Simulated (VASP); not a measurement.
OSZICAR of a VASP run on BN (space group P6_3mc):

**OSZICAR**
```
       N       E                     dE             d eps       ncg     rms          rms(c)
DAV:   1     0.447185127188E+02    0.44719E+02   -0.90107E+03  1544   0.133E+03
DAV:   2    -0.421859927228E+02   -0.86905E+02   -0.82530E+02  2168   0.282E+02
DAV:   3    -0.447564611415E+02   -0.25705E+01   -0.25614E+01  2036   0.495E+01
DAV:   4    -0.447709113677E+02   -0.14450E-01   -0.14441E-01  1920   0.382E+00
DAV:   5    -0.447710713498E+02   -0.15998E-03   -0.15996E-03  1996   0.373E-01    0.936E+00
DAV:   6    -0.381801601184E+02    0.65909E+01   -0.33166E+00  1932   0.155E+01    0.533E+00
DAV:   7    -0.381833986970E+02   -0.32386E-02   -0.74033E-01  1756   0.943E+00    0.250E+00
DAV:   8    -0.395078337552E+02   -0.13244E+01   -0.93048E-01  1668   0.960E+00    0.161E+00
DAV:   9    -0.380384306042E+02    0.14694E+01   -0.43568E-01  1552   0.774E+00    0.332E-01
DAV:  10    -0.382597380414E+02   -0.22131E+00   -0.77572E-02  1620   0.318E+00    0.142E-01
DAV:  11    -0.382624557466E+02   -0.27177E-02   -0.50342E-03  1868   0.917E-01    0.158E-01
DAV:  12    -0.382613998055E+02    0.10559E-02   -0.34449E-03  1740   0.592E-01    0.105E-01
DAV:  13    -0.382663288091E+02   -0.49290E-02   -0.15576E-03  1572   0.459E-01    0.476E-02
DAV:  14    -0.382666084430E+02   -0.27963E-03   -0.14749E-04  1896   0.134E-01    0.619E-03
DAV:  15    -0.382665926417E+02    0.15801E-04   -0.58663E-06  1908   0.307E-02    0.581E-03
DAV:  16    -0.382666010822E+02   -0.84406E-05   -0.15832E-07  1404   0.544E-03    0.506E-03
DAV:  17    -0.382665879581E+02    0.13124E-04   -0.25747E-06  1720   0.154E-02    0.345E-03
DAV:  18    -0.382665918954E+02   -0.39372E-05   -0.25954E-07  1624   0.531E-03    0.137E-03
DAV:  19    -0.382665913571E+02    0.53831E-06   -0.28702E-08   888   0.197E-03    0.212E-04
DAV:  20    -0.382665920563E+02   -0.69923E-06   -0.13156E-08   840   0.106E-03    0.159E-04
DAV:  21    -0.382665920416E+02    0.14682E-07   -0.23052E-09   816   0.563E-04
   1 F= -.38266592E+02 E0= -.38266592E+02  d E =0.000000E+00
       N       E                     dE             ncg
```

Which electronic solver shows in the log?

It is blocked Davidson (ALGO = Normal, or the opening steps of other solvers). The INCAR had ALGO = Normal.

Can the final energy be trusted as converged?

The calculation finished and met its thresholds. It stopped with EDIFF = 1E-7, NELM = 100 (r2SCAN meta-GGA, plane waves, VASP's PBE PAW potentials (set 64)).

The structure comes from a computed database's BN entry (P6_3mc); how it stands against other phases isn't given here. It was relaxed first.
